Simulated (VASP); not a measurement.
Input:

```
Si
1.0
   -3.32305     3.32305     3.32305
    3.32305    -3.32305     3.32305
    3.32305     3.32305    -3.32305
Si
8
Cartesian
  0.99311  -0.99311   2.32994
 -0.99311   0.99311   4.31615
  2.32994   0.99311  -0.99311
  4.31615  -0.99311   0.99311
  0.99311   0.99311   0.99311
  2.32994   2.32994   2.32994
 -0.99311   2.32994   0.99311
  0.99311   4.31615  -0.99311
```

All values below come from r2SCAN meta-GGA, VASP's PBE PAW potentials (set 64) (plane waves; VASP). Numerical set-up: 400 eV cut-off, 6×6×6 Γ-centred mesh, first-order Methfessel-Paxton smearing of 0.10 eV, potentials Si.

Task: Predict the energy per atom (σ→0), band gap (on the k-mesh) with the smallest direct gap where there is one.

Result: 
```
Item                                                         Value
------------------------  ----------------------------------------
band gap (on the k-mesh)  none (metal, semimetal or under 0.01 eV)
energy per atom (σ→0)                               -8587 meV/atom
```

The structure comes from a computed database's Si entry (Ia-3); how it stands against other phases isn't given here. It was relaxed first. The start is the result of an earlier pass.
